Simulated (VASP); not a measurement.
Input:

```yaml
crystal:
  lattice:
    - [0.00000, 2.26667, 2.26667]
    - [2.26667, 0.00000, 2.26667]
    - [2.26667, 2.26667, 0.00000]
  atoms:
    - { symbol: Hf, position: [0.00000, 0.00000, 0.00000] }
    - { symbol: N, position: [0.50000, 0.50000, 0.50000] }
```

All values below come from optB88-vdW, VASP's PBE PAW potentials (set 64) (plane waves; VASP 6.6.1). Numerical set-up: 520 eV cut-off, Gaussian smearing of 0.050 eV, potentials Hf_pv N.

### Question
Give the energies of bands 5 to 10 at the high-symmetry points, in eV from the Fermi level.

### Answer

```csv
band,Γ,X,U,L,W
5,-3.06,-5.40,-6.30,-8.80,-6.14
6,-3.06,-3.74,-5.50,-6.16,-5.45
7,-3.06,-3.72,-4.96,-6.16,-5.45
8,-0.39,-3.72,-0.86,3.14,1.06
9,-0.39,3.96,3.73,3.53,1.06
10,-0.39,5.28,4.26,3.53,5.29
```

It has no gap at this level: it comes out as a metal or semimetal.

The compound is HfN in the rock salt structure. It was relaxed first. The electron count is odd and the run is not spin-polarised, which forces a metal.
